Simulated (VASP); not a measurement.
These are PW91 GGA, VASP's PBE PAW potentials (set 64) (plane waves; VASP 6.6.1) values and carry that method's errors.

A VASP calculation is set up with these files.

**INCAR**
```
SYSTEM=BaTiO3
PREC=Accurate; ENCUT=520; LREAL=.False.
LASPH=.True.; ICHARG=11
EDIFF=1E-7; NELM=100; ALGO=Normal
LMAXMIX=4
ISMEAR=0; SIGMA=0.05
GGA=91
LWAVE=.False.; LCHARG=.False.; LORBIT=11
```

### KPOINTS
```
k-points along high-symmetry lines
10
Line-mode
Reciprocal
  0.000000   0.000000   0.000000 ! GAMMA
  0.000000   0.500000   0.000000 ! X

  0.000000   0.500000   0.000000 ! X
  0.500000   0.500000   0.000000 ! M

  0.500000   0.500000   0.000000 ! M
  0.000000   0.000000   0.000000 ! GAMMA

  0.000000   0.000000   0.000000 ! GAMMA
  0.000000   0.000000   0.500000 ! Z

  0.000000   0.000000   0.500000 ! Z
  0.000000   0.500000   0.500000 ! R

  0.000000   0.500000   0.500000 ! R
  0.500000   0.500000   0.500000 ! A

  0.500000   0.500000   0.500000 ! A
  0.000000   0.000000   0.500000 ! Z

  0.000000   0.500000   0.000000 ! X
  0.000000   0.500000   0.500000 ! R

  0.500000   0.500000   0.000000 ! M
  0.500000   0.500000   0.500000 ! A
```

File POSCAR:
```
BaTiO3
1.0
  3.9933972976   0.0000000000   0.0000000000
  0.0000000000   3.9933972976   0.0000000000
  0.0000000000   0.0000000000   4.2126362638
Ba Ti O
1 1 3
direct
  0.0000000000   0.0000000000   0.0095048512
  0.5000000000   0.5000000000   0.5288016775
  0.5000000000   0.5000000000   0.9607151096
  0.0000000000   0.5000000000   0.4824891809
  0.5000000000   0.0000000000   0.4824891809
```

POTCAR, in this order: Ba_sv Ti_sv O (PBE.64 set). Program: vasp_std. Read from the step before: CHGCAR.

What VASP printed:

File OSZICAR:
```
       N       E                     dE             d eps       ncg     rms          rms(c)
DAV:   1     0.424308380396E+03    0.42431E+03   -0.21773E+04  4320   0.182E+03
DAV:   2     0.113569355352E+02   -0.41295E+03   -0.40558E+03  4944   0.480E+02
DAV:   3    -0.375259750492E+02   -0.48883E+02   -0.47317E+02  7104   0.142E+02
DAV:   4    -0.396312844619E+02   -0.21053E+01   -0.21040E+01  5480   0.287E+01
DAV:   5    -0.397285480445E+02   -0.97264E-01   -0.97262E-01  6168   0.446E+00
DAV:   6    -0.397294514646E+02   -0.90342E-03   -0.90342E-03  5680   0.494E-01
DAV:   7    -0.397294692089E+02   -0.17744E-04   -0.17744E-04  6256   0.619E-02
DAV:   8    -0.397294694401E+02   -0.23122E-06   -0.23119E-06  5696   0.608E-03
DAV:   9    -0.397294694444E+02   -0.42382E-08   -0.42262E-08  4104   0.819E-04
   1 F= -.39729469E+02 E0= -.39729469E+02  d E =-.362661E-15
```

**OUTCAR**
```
 val. band max:        3.6257318325   @ k =   0.5000   0.5000   0.5000

 cond. band min:       5.3836417213   @ k =   0.0000   0.0000   0.0000



 k-point     1 :       0.0000    0.0000    0.0000
  band No.  band energies     occupation
      1     -52.8982      2.00000
      2     -29.3395      2.00000
      3     -29.2069      2.00000
      4     -29.2069      2.00000
      5     -21.4957      2.00000
      6     -13.3205      2.00000
      7     -12.7403      2.00000
      8     -12.5757      2.00000
      9      -6.7565      2.00000
     10      -6.6786      2.00000
     11      -6.6786      2.00000
     12       1.0479      2.00000
     13       1.1760      2.00000
     14       1.1760      2.00000
     15       1.9159      2.00000
     16       1.9159      2.00000
     17       2.3132      2.00000
     18       2.7025      2.00000
     19       3.0619      2.00000
     20       3.0619      2.00000
     21       5.3836      0.00000
     22       5.9950      0.00000
     23       5.9950      0.00000
     24       7.5622      0.00000

 k-point     2 :       0.0000    0.0556    0.0000
  band No.  band energies     occupation
      1     -52.8982      2.00000
      2     -29.3395      2.00000
      3     -29.2085      2.00000
      4     -29.2069      2.00000
      5     -21.4926      2.00000
      6     -13.3204      2.00000
      7     -12.7388      2.00000
      8     -12.5748      2.00000
      9      -6.7527      2.00000
     10      -6.6738      2.00000
     11      -6.6704      2.00000
     12       1.0380      2.00000
     13       1.1276      2.00000
     14       1.1724      2.00000
     15       1.8609      2.00000
     16       1.8938      2.00000
     17       2.3097      2.00000
     18       2.6731      2.00000
     19       3.0183      2.00000
     20       3.0412      2.00000
     21       5.4477      0.00000
     22       5.9800      0.00000
     23       5.9977      0.00000
     24       7.6315      0.00000

...
```

The density is held fixed in this step, so its total energy and stress have no physical meaning. Unless said otherwise, spin-orbit coupling is left out, though it shifts the bands of the heavy elements here.

The compound is BaTiO3 in the tetragonal perovskite structure. It was relaxed first.
